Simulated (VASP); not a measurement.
InAs:

```xyz
2
Lattice="0.0000 3.0546 3.0546 3.0546 0.0000 3.0546 3.0546 3.0546 0.0000" Properties=species:S:1:pos:R:3 pbc="T T T"
In    0.0000    0.0000    0.0000
As    1.5273    1.5273    1.5273
```

Program: VASP 6.6.1. Alike in all runs: task single point; potentials or basis VASP PAW PBE potentials, release 64 (In_d, As); no spin polarisation; cell as given; cutoff (eV) 520; smearing fermi-dirac 0.02 eV.

Order these runs on this cell by their band gap on the k mesh, lowest first.
A. level PBE-based screened hybrid; k mesh 4 × 4 × 4; exchange at q = 0 truncated; grid for exact exchange (PRECFOCK) Normal; screening parameter 0.1; share of exact exchange 0.5; mesh quality coarse
B. level PBE; k mesh 6 × 6 × 6; mesh quality not flagged
C. level HSE06; k mesh 4 × 4 × 4; exchange at q = 0 truncated; grid for exact exchange (PRECFOCK) Normal; screening parameter 0.2079 1/A; mesh quality coarse

B (metal), C (0.40 eV), A (1.92 eV).

Caveats: some runs use coarse meshes; spin-orbit coupling is left out, which moves the levels of the heavy elements (some runs); this crystal is a semiconductor, whose small gap the functional closes, so the metal is an error of the method (some runs).

A k mesh can miss the band edges.

Not every run made on this cell is shown here.
